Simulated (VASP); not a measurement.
Given:

```
CELL_PARAMETERS angstrom
      3.91246     0.00000     0.00000
      0.00000     3.91246     0.00000
      0.00000     0.00000     4.93872
ATOMIC_POSITIONS crystal
  Mg 0.50000 0.50000 0.00000
  Mg 0.00000 0.00000 0.50000
  C  0.88766 0.88766 0.00000
  C  0.11234 0.11234 0.00000
  C  0.61234 0.38766 0.50000
  C  0.38766 0.61234 0.50000
```

All values below come from LDA (Ceperley-Alder, Perdew-Zunger), VASP's LDA PAW potentials (set 64) (plane waves; VASP). Run with 240 eV cut-off, 1×1×1 Γ-centred mesh, first-order Methfessel-Paxton smearing of 0.27 eV, potentials Mg C.

At this cut-off the stress carries a Pulay error, which pulls relaxed volumes low. Energy and stress use the plane-wave basis of the starting cell.

The ions, cell shape and volume are relaxed. Give the cell that the relaxation ends in.

```
CELL_PARAMETERS angstrom
      3.89735     0.00000     0.00000
      0.00000     3.89735     0.00000
      0.00000     0.00000     4.79762
ATOMIC_POSITIONS crystal
  Mg 0.50000 0.50000 0.00000
  Mg 0.00000 0.00000 0.50000
  C  0.89048 0.89048 0.00000
  C  0.10952 0.10952 0.00000
  C  0.60952 0.39048 0.50000
  C  0.39048 0.60952 0.50000
```
Space group P4_2/mnm (136), at a tolerance of 0.03 Å.

How do energy and volume change from the first to the last step?

The energy (σ→0) changes by -29.2 meV/atom and the volume by -3.6 %, in 12 ionic steps.

| step | E(σ→0) (eV) | max force (eV/Å) | pressure (GPa) | volume (Å³) |
|---|---|---|---|---|
| 1 | -37.3939 | 3.417 | -8.43 | 75.60 |
| 2 | -14.6421 | 98.104 | 120.01 | 68.58 |
| 3 | -37.4115 | 3.274 | -7.74 | 75.34 |
| 4 | -37.4816 | 2.137 | -5.98 | 75.09 |
| 5 | -37.5331 | 0.344 | -2.17 | 74.62 |
| 6 | -37.5335 | 0.133 | -2.49 | 74.66 |
| 7 | -37.5671 | 0.115 | 0.40 | 72.80 |
| 8 | -37.5671 | 0.138 | 0.70 | 72.62 |
| 9 | -37.5634 | 0.738 | 0.98 | 72.83 |
| 10 | -37.5681 | 0.204 | 0.80 | 72.70 |
| 11 | -37.5687 | 0.061 | -0.17 | 72.92 |
| 12 | -37.5689 | 0.002 | 0.05 | 72.87 |

The structure comes from a computed database's MgC2 entry; how it stands against other phases isn't given here. This run relaxes it. Symmetry was kept, so distortions that lower it aren't found. The k-mesh is coarse (spacing up to 1.61 per Å, 2π included), so the numbers may not be converged in it. The run is one of a series of settings (EDIFFG = -0.01, ENCUT = 240, IBRION = 2, ISIF = 3, ISMEAR = 1, NSW = 50, SIGMA = 0.272, KPOINTS 1×1×1 Γ-centred mesh against the base run), some of them coarse on purpose.
